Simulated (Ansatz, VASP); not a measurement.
# Two plane-wave programs on GaAsSe3

```xyz
5
Lattice="5.1061 0.0000 0.0000 0.0000 5.1061 0.0000 0.0000 0.0000 5.1061" Properties=species:S:1:pos:R:3 pbc="T T T"
Ga    0.0000    0.0000    0.0000
As    2.5530    2.5530    2.5530
Se    0.0000    2.5530    2.5530
Se    2.5530    2.5530    0.0000
Se    2.5530    0.0000    2.5530
```

Change from the starting cell: species swapped into the Sc3SnC type (Pm-3m, No. 221).

Alike in both runs: functional PBE; k mesh 8 × 8 × 8; occupations gaussian, width 0.1 eV; no spin polarisation.

Ansatz relaxed the structure, and its values are those at the end. VASP's run is a single point on that final structure, the one shown.

```csv
,VASP,Ansatz
version,VASP 6.6.1,Ansatz 0.2.0
potentials or method,"VASP PAW PBE potentials, release 64 (Ga_d, As, Se)","scalar-relativistic, plane waves, PAW"
plane-wave cutoff (eV),520,420
valence electrons in the cell,36,76
```

Ansatz gave:

| Item | Value |
| --- | --- |
| gap on the k mesh at the Fermi level (eV) | none |
| pressure (GPa) | 0.0 |

Problem. Which values does VASP return?

Solution. gap on the k mesh at the Fermi level (eV): none; pressure (GPa): 0.1.

A gap of «none» marks a metal or a gap that the smearing closes. The functional is the same, so the differences come from potentials, cutoffs and numerics. The two sets of potentials don't hold the same shells in valence.
